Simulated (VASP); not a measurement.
Consider the following.

```xyz
3
Lattice="1.5742 -2.7265 0.0000 1.5742 2.7265 0.0000 0.0000 0.0000 3.5846" Properties=species:S:1:pos:R:3 pbc="T T T"
Mg     0.0000     0.0000     0.0000
B      1.5742     0.9088     1.7923
B      1.5742    -0.9088     1.7923
```

These are vdW-DF2, VASP's PBE PAW potentials (set 64) (plane waves; VASP) values and carry that method's errors. Settings: 520 eV cut-off, 11×11×9 Γ-centred mesh, first-order Methfessel-Paxton smearing of 0.10 eV, potentials Mg B.

Task: The ions and cell shape at fixed volume are relaxed. What does this cell relax into?

Result: 
```xyz
3
Lattice="1.5613 -2.7043 0.0000 1.5613 2.7043 0.0000 0.0000 0.0000 3.6439" Properties=species:S:1:pos:R:3 pbc="T T T"
Mg     0.0000     0.0000     3.6439
B      1.5613     0.9014     1.8220
B      1.5613    -0.9014     1.8220
```
Space group P6/mmm (191), at a tolerance of 0.03 Å.

Task: How much energy does the relaxation gain?

Result: The energy (σ→0) changes by -4.0 meV/atom, in 3 ionic steps.

The compound is MgB2 in the AlB2 type structure. This cell is one point of a volume scan, at 1.06 of the reference volume. Symmetry was kept, so distortions that lower it aren't found.
